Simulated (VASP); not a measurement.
Input of a VASP 6.6.1 run:

File POSCAR:

```
Si
1.0
    0.0000000000      2.6600373829      2.6600373829
    2.6600373829      0.0000000000      2.6600373829
    2.6600373829      2.6600373829      0.0000000000
Si
2
Direct
    0.7500000000      0.7500000000      0.7500000000
    0.5000000000      0.5000000000      0.5000000000
```

Contents of INCAR.step1:

```
SYSTEM = Si
ALGO = Normal
EDIFF = 1E-4
ENCUT = 520
GGA = PE
ISMEAR = 0
LASPH = .True.
LCHARG = .False.
LREAL = .False.
LWAVE = .True.
NBANDS = 11
NELM = 100
PREC = Accurate
SIGMA = 0.02
```

Contents of INCAR.step2:

```
SYSTEM = Si
ALGO = Normal
EDIFF = 1E-7
ENCUT = 520
ISIF = 2
ISMEAR = 0
ISTART = 1
LASPH = .True.
LCHARG = .False.
LMIXTAU = .True.
LREAL = .False.
LWAVE = .False.
METAGGA = R2SCAN
NBANDS = 11
NELM = 100
PREC = Accurate
SIGMA = 0.02
```

Contents of KPOINTS:

```
k-points
0
Gamma
  10 10 10
  0 0 0
```

Potentials or basis: VASP PAW PBE potentials, release 64 (Si).

Command:

```console
$ cat potpaw_PBE.64/Si/POTCAR > POTCAR
$ cp INCAR.step1 INCAR
$ mpirun -np 1 vasp_std > vasp.out
$ cp INCAR.step2 INCAR
$ mpirun -np 1 vasp_std > vasp.out
```

Question: What does it give for the band gap on the k mesh?

Answer: 0.67 eV, indirect (least direct gap 2.78 eV).

Question: Predict the pressure.

Answer: 7.5 GPa.

Caveat: the PAW data sets were made with another functional, which shifts forces and pressure a little. r2SCAN opens gaps a little over a GGA but as a rule still falls short of measured ones.
